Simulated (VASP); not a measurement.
Input of a VASP 6.6.1 run:

Contents of INCAR:

```
PREC     = Accurate       # precision mode
ENCUT    = 300            # plane-wave cutoff, eV
EDIFF    = 1E-6           # SCF threshold, eV
ISMEAR   = 0              # smearing method
SIGMA    = 0.03           # smearing width, eV
LREAL    = False          # projectors in reciprocal space
LASPH    = True           # aspherical terms in the spheres
NELM     = 80             # most SCF steps
ALGO     = Normal         # electronic algorithm
ISIF     = 3              # what is computed and relaxed
LWAVE    = False          # write WAVECAR
LCHARG   = False          # write CHGCAR
GGA      = PE             # functional
IBRION   = 2              # ionic algorithm
NSW      = 90             # ionic steps
EDIFFG   = -0.01          # ionic threshold
```

Contents of KPOINTS:

```
regular mesh
0
Gamma
  5 5 5
```

The input POSCAR:

```
SnTe
1.0
    0.0000000000      3.1508500000      3.1508500000
    3.1508500000      0.0000000000      3.1508500000
    3.1508500000      3.1508500000      0.0000000000
Sn Te
1 1
Direct
    0.0000000000      0.0000000000      0.0000000000
    0.5000000000      0.5000000000      0.5000000000
```

Potentials or basis: VASP PAW PBE potentials, release 64 (Sn, Te).

Command:

```bash
$ cat potpaw_PBE.64/Sn/POTCAR potpaw_PBE.64/Te/POTCAR > POTCAR
$ mpirun -np 1 vasp_std > vasp.out
```

(1) Predict the space group after relaxing (to 0.05 Å).

(2) What does it give for the relaxed cell?

(3) Predict the relaxed volume.

Results:

(1) Fm-3m (No. 225).

(2) a = 4.527 Å, b = 4.527 Å, c = 4.527 Å, α = 60.00°, β = 60.00°, γ = 60.00°.

(3) 32.80 Å³/atom.
